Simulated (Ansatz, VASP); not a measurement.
**SnSe2: VASP beside Ansatz**

One calculation is typed for both programs; each brings its own data sets and cutoff. How far apart do they land?

Program: Ansatz 0.2.0. Level of theory: plane waves, with VASP 6.6.1 beside it; single point at PBE. Results are calculated unless marked as measured.

## Step 1: Set-up

Symmetry: P-3m1, No. 164, trigonal system. The conventional cell has a = 3.811 Å, b = 3.811 Å, c = 6.136 Å, α = 90.00°, β = 90.00°, γ = 120.00°. Nearest to Sn lie 6 Se at 2.68 Å. Nearest to Se lie 3 Sn at 2.68 Å. Farther neighbours and most contacts between anions are not listed.

Coordinates:

```
Sn Se
1.0
     3.81100    0.00000    0.00000
    -1.90550    3.30042    0.00000
     0.00000    0.00000    6.13600
Sn Se
1 2
Direct
  0.00000 0.00000 0.00000
  0.66667 0.33333 0.75100
  0.33333 0.66667 0.24900
```

## Step 2: VASP: single point, PBE

A single point gives forces, pressure and levels at one fixed geometry, so differences don't come from the geometry; what else differs is listed under the comparison.

Lines of VASP's logs that name or quote its potential files are left out, and so is its time.

The input, INCAR:

```
SYSTEM = SnSe2
PREC = Accurate
ENCUT = 400
EDIFF = 1E-06
NELM = 100
ISMEAR = -1
SIGMA = 0.05
LREAL = .FALSE.
ALGO = Normal
GGA = PE
LORBIT = 11
LWAVE = .FALSE.
LCHARG = .FALSE.
ISIF = 2
```

The input, POSCAR:

```
SnSe2
1.0
    3.8110000000      0.0000000000      0.0000000000
   -1.9055000000      3.3004228138      0.0000000000
    0.0000000000      0.0000000000      6.1360000000
Sn Se
1 2
Direct
    0.0000000000      0.0000000000      0.0000000000
    0.6666666667      0.3333333333      0.7510000000
    0.3333333333      0.6666666667      0.2490000000
```

The input, KPOINTS:

```
Automatic mesh
0
Gamma
8 8 5
0 0 0
```

The projector-augmented-wave data sets are Sn_d and Se (PBE family, release 64).

On the command line:

```sh
> mpirun -np 1 vasp_std
```

Numbers of over 12 decimals in the logs are rounded to 6 here.

The program printed:

```text
[banner, memory and clock lines left out]
running    1 mpi-ranks, on    1 nodes
 distrk:  each k-point on    1 cores,    1 groups
 distr:  one band on    1 cores,    1 groups

 POSCAR found type information on POSCAR SnSe
 POSCAR found :  2 types and       3 ions
 LDA part: xc-table for (Slater+PW92), standard interpolation
 POSCAR, INCAR and KPOINTS ok, starting setup
 FFT: planning ... GRIDC
 FFT: planning ... GRID_SOFT
 FFT: planning ... GRID
 WAVECAR not read
 entering main loop
       N       E                     dE             d eps       ncg     rms          rms(c)
DAV:   1     0.181466588452E+03    0.18147E+03   -0.10966E+04  1362   0.147E+03
DAV:   2     0.584873963490E+01   -0.17562E+03   -0.17263E+03  1534   0.348E+02
DAV:   3    -0.115301326984E+02   -0.17379E+02   -0.17023E+02  1699   0.111E+02
DAV:   4    -0.120110368575E+02   -0.48090E+00   -0.48051E+00  1751   0.203E+01
DAV:   5    -0.120214327160E+02   -0.10396E-01   -0.10395E-01  1969   0.286E+00    0.524E+00
DAV:   6    -0.117644941631E+02    0.25694E+00   -0.59283E-01  2071   0.880E+00    0.340E+00
DAV:   7    -0.117431509136E+02    0.21343E-01   -0.17674E-01  1729   0.306E+00    0.987E-01
DAV:   8    -0.117428266530E+02    0.32426E-03   -0.13603E-02  1722   0.130E+00    0.279E-01
DAV:   9    -0.117433148525E+02   -0.48820E-03   -0.14647E-03  1628   0.308E-01    0.823E-02
DAV:  10    -0.117433268242E+02   -0.11972E-04   -0.11828E-04  1949   0.927E-02    0.325E-02
DAV:  11    -0.117433596498E+02   -0.32826E-04   -0.47106E-05  1503   0.420E-02    0.642E-03
DAV:  12    -0.117433609552E+02   -0.13053E-05   -0.22279E-06  1525   0.127E-02    0.579E-03
DAV:  13    -0.117433615463E+02   -0.59112E-06   -0.21107E-06  1183   0.985E-03
   1 F= -.11743362E+02 E0= -.11743351E+02  d E =-.211024E-04
```

Parts of OUTCAR (step 2):

```text
ion  position               nearest neighbor table
   1  0.000  0.000  0.000-   2 2.68   3 2.68   3 2.68   2 2.68   2 2.68   3 2.68
   2  0.667  0.333  0.751-   1 2.68   1 2.68   1 2.68
   3  0.333  0.667  0.249-   1 2.68   1 2.68   1 2.68

  LATTYP: Found a hexagonal cell.
 ALAT       =     3.8110000000
 C/A-ratio  =     1.6100760955

 Subroutine GETGRP returns: Found 12 space group operations
 (whereof 12 operations were pure point group operations)

The static configuration has the point symmetry D_3d.

 Found     40 irreducible k-points:

   k-points           NKPTS =     40   k-points in BZ     NKDIM =     40   number of bands    NBANDS=     17

   dimension x,y,z NGX =    28 NGY =   28 NGZ =   40
   dimension x,y,z NGXF=    56 NGYF=   56 NGZF=   80

   ENCUT  =  400.0 eV  29.40 Ry    5.42 a.u.   6.21  6.21 10.01*2*pi/ulx,y,z

   NELECT =      26.0000    total number of electrons

 k-points in reciprocal lattice and weights: Automatic mesh
   0.00000000  0.00000000  0.00000000       0.003
   0.12500000  0.00000000  0.00000000       0.019
   0.25000000  0.00000000  0.00000000       0.019
   0.37500000  0.00000000  0.00000000       0.019
   0.50000000  0.00000000  0.00000000       0.009
   0.12500000  0.12500000  0.00000000       0.019
   0.25000000  0.12500000  0.00000000       0.038
   0.37500000  0.12500000  0.00000000       0.038
   0.25000000  0.25000000  0.00000000       0.019
[...]
0.25000000  0.25000000  0.40000000       0.038
   0.37500000  0.25000000  0.40000000       0.038

 average (electrostatic) potential at core
       1-102.6786       2 -53.3445       3 -53.3445

 E-fermi :   4.5931

 k-point     1 :       0.0000    0.0000    0.0000
  band No.  band energies     occupation
    ...
      9       3.4710      2.00000
     10       3.4710      2.00000
     11       3.7780      2.00000
     12       3.7780      2.00000
     13       4.1711      1.99957
     14       5.2605      0.00000
     15       7.1143      0.00000
     16       8.8086      0.00000
     17       8.8086      0.00000

 k-point     2 :       0.1250    0.0000    0.0000
  band No.  band energies     occupation
    ...
      9       2.0447      2.00000
     10       2.8976      2.00000
     11       3.0353      2.00000
     12       4.0266      1.99998
     13       4.1770      1.99951
     14       6.2845      0.00000
     15       7.8035      0.00000
     16       8.6213      0.00000
     17       9.1154      0.00000

 k-point     3 :       0.2500    0.0000    0.0000
  band No.  band energies     occupation
    ...
      9       0.5681      2.00000
     10       1.8294      2.00000
     11       2.1783      2.00000
     12       3.9616      1.99999
     13       4.0361      1.99997
     14       6.1716      0.00000
     15       8.1263      0.00000
     16       9.5897      0.00000
     17       9.8957      0.00000

  Total        2.4558870      2.4558870      3.1791505      0.0000000     -0.0000000      0.0000000
  in kB       50.9829636     50.9829636     65.9975467      0.0000000     -0.0000000      0.0000000
  external PRESSURE =      55.9878247 kB  Pullay stress =       0.0000000 kB

  energy-cutoff  :      400.00
  volume of cell :       77.18
      direct lattice vectors                 reciprocal lattice vectors
     3.811000000  0.000000000  0.000000000     0.262398321  0.151495741  0.000000000
    -1.905500000  3.300422814  0.000000000     0.000000000  0.302991482  0.000000000
     0.000000000  0.000000000  6.136000000     0.000000000  0.000000000  0.162972621

 POSITION                                       TOTAL-FORCE (eV/Angst)
 -----------------------------------------------------------------------------------
      0.00000      0.00000      0.00000         0.000000      0.000000      0.000000
      1.90550      1.10014      4.60814         0.000000      0.000000     -0.807226
     -0.00000      2.20028      1.52786        -0.000000     -0.000000      0.807226
 -----------------------------------------------------------------------------------
    total drift:                                0.000000      0.000000     -0.000000

  FREE ENERGIE OF THE ION-ELECTRON SYSTEM (eV)
  ---------------------------------------------------
  free  energy   TOTEN  =       -11.7433615463 eV

  energy  without entropy=      -11.7433404439  energy(sigma->0) =      -11.74335100

 total charge
# of ion       s       p       d       tot
------------------------------------------
    1        1.052   1.062  10.116  12.231
    2        1.484   2.335   0.030   3.848
    3        1.484   2.335   0.030   3.848
--------------------------------------------------
tot          4.020   5.732  10.176  19.928

[... 3 further parts left out ...]
```

At this level the cell is under a pressure of 5.6 GPa, so at these settings it is away from equilibrium.

## Step 3: Ansatz: single point, PBE

Ansatz runs on its default PAW (the set named soft_2) files.

The same cell, functional, mesh and smearing now go to Ansatz, which takes its cutoff from its data sets.

The input, input.yaml:

```yaml
crystal:
  lattice:
    - [3.811, 0.0, 0.0]
    - [-1.9055, 3.3004228138, 0.0]
    - [0.0, 0.0, 6.136]
  atoms:
    - { symbol: Sn, position: [0.0, 0.0, 0.0] }
    - { symbol: Se, position: [0.6666666667, 0.3333333333, 0.751] }
    - { symbol: Se, position: [0.3333333333, 0.6666666667, 0.249] }
hamiltonian:
  xc: pbe
  pseudopotentials: { kind: paw }
kpoints:
  mp_grid: { grid: [8, 8, 5] }
scf:
  occupations: { method: fermi_dirac, width: 0.05 }
  n_extra_bands: 4
output:
  forces: true
  stress: true
  eigenvalues: true
  write_density: true
  write_potential: true
  elf: true
  volumetric_format: npy
```

On the command line:

```sh
> ansatz run input.yaml --threads 2 --pin off --max-ram 4608MiB --backend cpu --events-out ev --progress --plain --runs-dir out
```

The program printed:

```text
scf.n_extra_bands = 4 over 23 filled bands (N_el = 46.0): the run solves 27 bands
Engine: ansatz 0.2.0, aarch64-unknown-linux-gnu
Pseudopotentials: kind: paw
Pseudopotential: Sn, paw, valence charge 14, recommended cutoff 420 eV (normal), Sn.paw.azcp
Pseudopotential: Se, paw, valence charge 16, recommended cutoff 420 eV (normal), Se.paw.azcp
Functional definition: PBE
  parameter kappa = 0.804
  parameter beta = 0.066725
  exchange = pbe_x(kappa = kappa, mu = beta*pi^2/3)
  correlation = pbe_c(beta = beta)
Crystal: 3 atoms, lattice volume = 77.178 Å³
Basis set: ecut = 420 eV, 1485 PW (Γ), exchange–correlation on 54×54×90 points (8 copies of the dense FFT grid, shifted against one another)
Bands: 27, of which v1, the nominal top of the filled ones, is band 23 counted from 1 (22 counted from 0)
Symmetry: 12 space group operations
Space group: P-3m1 (ITA 164), of the structure as read, at distance tolerance 4.3e-5 Å
k-points: 40 of 320
Non-local potential: Sn, projectors of the file, l = 0: 2, l = 1: 2, l = 2: 2, l = 3: 2
Non-local potential: Se, projectors of the file, l = 0: 2, l = 1: 2, l = 2: 3, l = 3: 1
PAW form: soft (Blöchl's): semilocal exchange-correlation on the pseudo side does not see the compensation charge
PAW one-centre angular grid: Sn, 590 points (default); XC on 64 Gauss nodes
PAW one-centre angular grid: Se, 590 points (default); XC on 64 Gauss nodes
Initial density: superposition of atomic densities (neutral atoms: chi_scale 0, normalization atom), corrected by the library's trained network
Initial wavefunctions: pseudopotential atomic-orbital guess
Functional: x = pbe(κ = 0.804, μ = 0.219515), c = pbe(β = 0.066725)
SCF iter   1: F=—  HF=-16963.274134 eV  |F-HF|=—  |Δ(HF+E_count)|=         —  Δρ=1.52e-3  dr2=2.57e-3  ethr=1.77e-3  ⟨swp⟩=6.3  Hψ=4719  notcnv=0
preconditioner: auto → Resta (q_TF=auto, 2.503 Å⁻¹)  ε∞=2.9  [insulator: Δε(μ)=0.828 eV  Ē_g=15.759 eV  σ=0.050 eV  W_gap=1.00  n_scr=22 (ndim 8)  ℏωp=21.6 eV  f_vac=0.080  D(μ)=0.00/eV (n_scr^D=0)  ε∞_Penn≈2.9]
SCF iter   2: F=—  HF=-16963.272844 eV  |F-HF|=—  |Δ(HF+E_count)|=   1.29e-3  Δρ=7.15e-4  dr2=2.43e-4  ethr=5.58e-6  ⟨swp⟩=2.3  Hψ=2252  notcnv=0
SCF iter   3: F=—  HF=-16963.272950 eV  |F-HF|=—  |Δ(HF+E_count)|=   1.06e-4  Δρ=3.14e-4  dr2=3.89e-5  ethr=5.29e-7  ⟨swp⟩=2.0  Hψ=2000  notcnv=0
SCF iter   4: F=—  HF=-16963.272976 eV  |F-HF|=—  |Δ(HF+E_count)|=   2.53e-5  Δρ=1.04e-4  dr2=4.91e-6  ethr=8.45e-8  ⟨swp⟩=3.0  Hψ=1800  notcnv=0
SCF iter   5: F=—  HF=-16963.272981 eV  |F-HF|=—  |Δ(HF+E_count)|=   5.48e-6  Δρ=1.82e-5  dr2=2.56e-7  ethr=1.07e-8  ⟨swp⟩=2.0  Hψ=1400  notcnv=0
SCF iter   6: F=-16963.272982 eV  HF=-16963.272982 eV  |F-HF|=2.62e-8  |Δ(HF+E_count)|=   2.95e-7  Δρ=5.88e-6  dr2=3.53e-8  ethr=2.17e-10  ⟨swp⟩=9.2  Hψ=7348  notcnv=0
SCF 1 converged in 6 iterations: F = -16963.272982 eV  dr2 = 3.53e-8
  greatest PAW one-centre occupation: 1.000 electrons in one spin orbital (limit 2), on the Se atom at site 2 (counted from 0), in its partial waves of l = 2
SCF converged after 6 iterations
Free energy (F): -16963.272982 eV
Harris-Foulkes:  -16963.272982 eV  (|F-HF|=2.62e-8)
Internal energy: -16963.272962 eV  (E = F + TS)
E sigma→0 (E₀):  -16963.272972 eV
Entropy (-TS):   -0.000020 eV (-0.007 meV/atom)
Fermi energy:    8.534489 eV
--- Per-component energies (eV) ---
  E_band       = -857.756762
  E_kinetic    = 426.732149
  E_local      = -6101.090008  (includes V_loc(G=0)·N_el)
  E_nonlocal   = -1222.490853
  E_hartree    = 3128.141241
  E_xc         = -590.530847
  E_vxc        = -292.288414  (∫ρ·V_xc dr)
  E_paw        = -7963.838800  (= ΣΔE_a)
  E_vpaw       = 75.101939  (= ΣTr[D̂ρ^β])
  E_aug_tail   = -0.001222  (compensation charges beyond the density's cutoff)
  E_ewald      = -4640.194622
  E_smearing   = -0.000020  (= −TS)
  E_closure    = -0.000000  (closes the sum)
  Σ components = -16963.272982   (vs F -16963.272982, Δ=0.00e0)
--- Forces (eV/Å), atoms counted from 1 ---
  atom   1  Sn    -0.00000000    -0.00000000     0.00000000
  atom   2  Se    -0.00000000    -0.00000000    -0.78745063
  atom   3  Se     0.00000000     0.00000000     0.78745063
  max |Σ_I F_I| component: 2.22e-16 eV/Å
--- Stress (GPa, compression-positive) ---
        5.040576      -0.000000      -0.000000
       -0.000000       5.040576       0.000000
       -0.000000       0.000000       6.534830
  P = ⅓ Tr σ = 5.5387 GPa (55.387 kbar)
--- Band table (eV; the first three rows and the last of 40) ---
  k-point 0: bands = [... 19 lower, 7.4148, 7.7205, 7.7205, 8.1053, 9.2093, 11.0656, 12.7588, 12.7588]
  k-point 1: bands = [... 19 lower, 7.3761, 7.3761, 7.7803, 7.7803, 9.8698, 11.0716, 12.6620, 12.6620]
  k-point 2: bands = [... 19 lower, 7.3307, 7.3307, 7.8608, 7.8608, 10.4730, 11.0505, 12.5131, 12.5131]
  k-point 39: bands = [... 19 lower, 4.0867, 4.7846, 7.4574, 7.7291, 10.3914, 12.9529, 13.1833, 14.4095]
```

Wall time 7.9 s (2 threads of Arm Neoverse N1, shared host); peak memory 0.39 GiB; 11 s of CPU time.

The run ends at a pressure of 5.54 GPa, with forces up to 0.79 eV/Å.

## Step 4: Differences

Known differences besides the potentials themselves: the data sets hold 46 valence electrons in Ansatz (default PAW (the set named soft_2) files) and 26 in VASP; the cutoff is 420 eV in Ansatz and 400 eV in VASP; VASP leaves aspherical gradient terms in its spheres out (LASPH is not set), Ansatz keeps them. Total energies have different zeros and are not compared.

Compared:

| quantity | Ansatz | VASP | difference |
| --- | --- | --- | --- |
| pressure (GPa) | 5.54 | 5.60 | -0.06 |
| gap on the k mesh (eV) | 0.811 | 0.802 | +0.009 |

Forces (eV/Å; atoms numbered as in POSCAR):

| atom | Ansatz x, y, z | VASP x, y, z |
| --- | --- | --- |
| Sn1 | 0.000, 0.000, 0.000 | 0.000, 0.000, 0.000 |
| Se2 | 0.000, 0.000, -0.787 | 0.000, 0.000, -0.807 |
| Se3 | 0.000, 0.000, 0.787 | 0.000, 0.000, 0.807 |

The forces differ by 9.3 meV/Å r.m.s., which is 2.4 % of the r.m.s. force of 0.38 eV/Å (both taken over all components). A gap on the mesh is an upper bound, since the band edges may lie between its points. Ansatz's pressure holds a Pulay correction of 0.04 GPa; VASP's holds none.

## Step 5: Outcome

- r.m.s. force difference (single point, PBE): 2.4 % of the r.m.s. force

**Reading.** The r.m.s. force difference is 2.4 % of the r.m.s. force (single point, PBE), within the 3 % picked in this series as the mark of a large difference. Such differences can come from data sets, numerical settings and the points named under the comparisons, not from the functional's error against experiment.

[Lines on the potential files, build, host, timing and source positions are cut from VASP's logs without a mark.]

[Logs are printed without paths, hosts, clocks, repeated set-up lines and the standing remarks that a program may print on its own settings, such as how far it seeks lower states.]

[Hosts, paths, dates, database ids (printed as entryN), source tags and the programs' standing remarks are cut or masked in the printed files.]
